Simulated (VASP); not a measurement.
Output of a VASP run:

File OUTCAR:
```
 ion  position               nearest neighbor table
   1  0.000  0.000  0.000-
   2  0.799  0.500  0.500-   5 1.64   4 1.73   3 1.73   6 1.73   7 1.73
   3  0.500  0.201  0.500-   4 1.64   2 1.73   5 1.73   6 1.73   7 1.73
   4  0.500  0.799  0.500-   3 1.64   2 1.73   5 1.73   6 1.73   7 1.73
   5  0.201  0.500  0.500-   2 1.64   3 1.73   4 1.73   6 1.73   7 1.73
   6  0.500  0.500  0.799-   7 1.64   3 1.73   4 1.73   5 1.73   2 1.73
   7  0.500  0.500  0.201-   6 1.64   3 1.73   4 1.73   5 1.73   2 1.73
  LATTYP: Found a simple cubic cell.
 ALAT       =     4.0877308343
 Subroutine PRICEL returns:
 Original cell was already a primitive cell.
 Subroutine GETGRP returns: Found 48 space group operations
The static configuration has the point symmetry O_h .
The dynamic configuration has the point symmetry O_h .
 Subroutine INISYM returns: Found 48 space group operations
 Subroutine IBZKPT returns following result:
 Found     84 irreducible k-points:

 Following reciprocal coordinates:
            Coordinates               Weight
  0.000000  0.000000  0.000000      1.000000
  0.083333  0.000000  0.000000      6.000000
  0.166667  0.000000  0.000000      6.000000
  0.250000  0.000000  0.000000      6.000000
  0.333333  0.000000  0.000000      6.000000
  0.416667  0.000000  0.000000      6.000000
  0.500000  0.000000  0.000000      3.000000
  0.083333  0.083333  0.000000     12.000000
  0.166667  0.083333  0.000000     24.000000
  0.250000  0.083333  0.000000     24.000000
  0.333333  0.083333  0.000000     24.000000
  0.416667  0.083333  0.000000     24.000000
  0.500000  0.083333  0.000000     12.000000
  0.166667  0.166667  0.000000     12.000000
  0.250000  0.166667  0.000000     24.000000
  0.333333  0.166667  0.000000     24.000000
  0.416667  0.166667  0.000000     24.000000
  0.500000  0.166667  0.000000     12.000000
  0.250000  0.250000  0.000000     12.000000
  0.333333  0.250000  0.000000     24.000000
  0.416667  0.250000  0.000000     24.000000
  0.500000  0.250000  0.000000     12.000000
  0.333333  0.333333  0.000000     12.000000
  0.416667  0.333333  0.000000     24.000000
  0.500000  0.333333  0.000000     12.000000
  0.416667  0.416667  0.000000     12.000000
  0.500000  0.416667  0.000000     12.000000
  0.500000  0.500000  0.000000      3.000000
  0.083333  0.083333  0.083333      8.000000
  0.166667  0.083333  0.083333     24.000000
  0.250000  0.083333  0.083333     24.000000
  0.333333  0.083333  0.083333     24.000000
  0.416667  0.083333  0.083333     24.000000
  0.500000  0.083333  0.083333     12.000000
  0.166667  0.166667  0.083333     24.000000
  0.250000  0.166667  0.083333     48.000000
  0.333333  0.166667  0.083333     48.000000
  0.416667  0.166667  0.083333     48.000000
  0.500000  0.166667  0.083333     24.000000
  0.250000  0.250000  0.083333     24.000000
   k-points           NKPTS =     84   k-points in BZ     NKDIM =     84   number of bands    NBANDS=     54
   number of dos      NEDOS =   1001   number of ions     NIONS =      7
   total plane-waves  NPLWV =  27000
   dimension x,y,z NGX =    30 NGY =   30 NGZ =   30
   dimension x,y,z NGXF=    60 NGYF=   60 NGZF=   60
   ions per type =               1   6
   PREC   = accura    normal or accurate (medium, high low for compatibility)
   ISTART =      0    job   : 0-new  1-cont  2-samecut
   ICHARG =      2    charge: 1-file 2-atom 10-const
   ISPIN  =      1    spin polarized calculation?
   LNONCOLLINEAR =      F non collinear calculations
   LSORBIT =      F    spin-orbit coupling
   INIWAV =      1    electr: 0-lowe 1-rand  2-diag
   ENCUT  =  520.0 eV  38.22 Ry    6.18 a.u.   7.60  7.60  7.60*2*pi/ulx,y,z
   NELM   =    100;   NELMIN=  2; NELMDL= -5     # of ELM steps
   EDIFF  = 0.1E-06   stopping-criterion for ELM
   LREAL  =      F    real-space projection
   NLSPLINE    = F    spline interpolate recip. space projectors
   LMAXMIX     =    2 max onsite mixed and CHGCAR
...
```

File OSZICAR:
```
       N       E                     dE             d eps       ncg     rms          rms(c)
DAV:   1     0.158472168953E+03    0.15847E+03   -0.11018E+04  9072   0.491E+02
DAV:   2    -0.469225153029E+02   -0.20539E+03   -0.18766E+03 10378   0.165E+02
DAV:   3    -0.557828583342E+02   -0.88603E+01   -0.87214E+01 10966   0.313E+01
DAV:   4    -0.559518648479E+02   -0.16901E+00   -0.16855E+00 11982   0.336E+00
DAV:   5    -0.559545832548E+02   -0.27184E-02   -0.27183E-02 10484   0.396E-01    0.102E+01
DAV:   6    -0.507867804897E+02    0.51678E+01   -0.12715E+00 10150   0.571E+00    0.484E+00
DAV:   7    -0.498691005569E+02    0.91768E+00   -0.11981E+00 11360   0.370E+00    0.133E+00
DAV:   8    -0.498562640160E+02    0.12837E-01   -0.17504E-01 10324   0.165E+00    0.683E-01
DAV:   9    -0.498404767667E+02    0.15787E-01   -0.16979E-02 11598   0.487E-01    0.154E-01
DAV:  10    -0.498405386580E+02   -0.61891E-04   -0.17551E-03 11642   0.136E-01    0.642E-02
DAV:  11    -0.498404265560E+02    0.11210E-03   -0.38302E-04 10276   0.709E-02    0.176E-02
DAV:  12    -0.498404164281E+02    0.10128E-04   -0.21564E-05  9990   0.166E-02    0.605E-03
DAV:  13    -0.498404167056E+02   -0.27744E-06   -0.12840E-06 10758   0.433E-03    0.116E-03
DAV:  14    -0.498404166569E+02    0.48702E-07   -0.76317E-08  9186   0.108E-03
   1 F= -.49840417E+02 E0= -.49840410E+02  d E =-.141135E-04
 imaginary and real dielectric function
```

File OUTCAR:
```
------------------------ aborting loop because EDIFF is reached ----------------------------------------
  FORCE on cell =-STRESS in cart. coord.  units (eV):
  Direction    XX          YY          ZZ          XY          YZ          ZX
  --------------------------------------------------------------------------------------
  Total        0.0959765      0.0959765      0.0959765      0.0000000      0.0000000     -0.0000000
  in kB        2.2512758      2.2512758      2.2512758      0.0000000      0.0000000     -0.0000000
  external PRESSURE =       2.2512758 kB  Pullay stress =       0.0000000 kB
  volume of cell :       68.30
      direct lattice vectors                 reciprocal lattice vectors
     4.087730834  0.000000000  0.000000000     0.244634503  0.000000000  0.000000000
     0.000000000  4.087730834  0.000000000     0.000000000  0.244634503  0.000000000
     0.000000000  0.000000000  4.087730834     0.000000000  0.000000000  0.244634503
 POSITION                                       TOTAL-FORCE (eV/Angst)
 -----------------------------------------------------------------------------------
      0.00000      0.00000      0.00000         0.000000     -0.000000      0.000000
      3.26609      2.04387      2.04387        -0.186817     -0.000000      0.000000
      2.04387      0.82164      2.04387         0.000000      0.186817      0.000000
      2.04387      3.26609      2.04387         0.000000     -0.186817     -0.000000
      0.82164      2.04387      2.04387         0.186817      0.000000     -0.000000
      2.04387      2.04387      3.26609         0.000000     -0.000000     -0.186817
      2.04387      2.04387      0.82164         0.000000      0.000000      0.186817
 -----------------------------------------------------------------------------------
    total drift:                                0.000000     -0.000000     -0.000000
  FREE ENERGIE OF THE ION-ELECTRON SYSTEM (eV)
  ---------------------------------------------------
  free  energy   TOTEN  =       -49.8404166569 eV

  energy  without entropy=      -49.8404025433  energy(sigma->0) =      -49.84040960

 plasma frequency squared (from intraband transitions) (eV^2)
  --------------------------------------------------------------------------------------
       1.944      -0.000       0.000
      -0.000       1.944       0.000
       0.000       0.000       1.944

 plasma frequency squared (from interband transitions, int dw w eps(2)(w)) (eV^2)
  --------------------------------------------------------------------------------------
     467.570       0.000      -0.000       0.000       0.000      -0.000
      -0.000      -0.000     467.570       0.000      -0.000      -0.000
       0.000       0.000      -0.000       0.000     467.570       0.000
```
(Selected blocks of OUTCAR.)

**POSCAR**
```
CaB6
1
    4.0877308343    -0.0000000000     0.0000000000
   -0.0000000000     4.0877308343     0.0000000000
   -0.0000000000     0.0000000000     4.0877308343
Ca B
1 6
Direct
  1.0000000000   0.0000000000   0.0000000000
  0.7989980117   0.5000000000   0.5000000000
  0.5000000000   0.2010019883   0.5000000000
  0.5000000000   0.7989980117   0.5000000000
  0.2010019883   0.5000000000   0.5000000000
  0.5000000000   0.5000000000   0.7989980117
  0.5000000000   0.5000000000   0.2010019883
```

**Question.** Reconstruct the remaining input files.

**Answer.** One answer among several that fit: the input of the run itself, LDA (Ceperley-Alder, Perdew-Zunger), plane waves, VASP's LDA PAW potentials (set 64).

**KPOINTS**
```
Automatic mesh
0
Gamma
12 12 12
0 0 0
```

**INCAR**
```
! general
SYSTEM  = CaB6
PREC    = Accurate
ENCUT   = 520   ! plane-wave cut-off (eV)
LREAL   = .FALSE.   ! projection in real space or not
LASPH   = .TRUE.
NBANDS  = 54

! electronic loop
EDIFF   = 1E-7   ! SCF stop (eV)
NELM    = 100   ! most electronic steps
ALGO    = Normal   ! blocked Davidson

! smearing
ISMEAR  = 0
SIGMA   = 0.01   ! width (eV)

! output
LWAVE   = .FALSE.
LCHARG  = .FALSE.
NEDOS   = 1001   ! DOS grid

! other
LOPTICS = .TRUE.
CSHIFT  = 0.1
```

POTCAR, in this order: Ca_sv B (LDA.64 set). Program: vasp_std.

The dielectric response may not be converged in the k-mesh; for small gaps it tends to come out too large.

The compound is CaB6 in the cab6 structure. It was relaxed first.
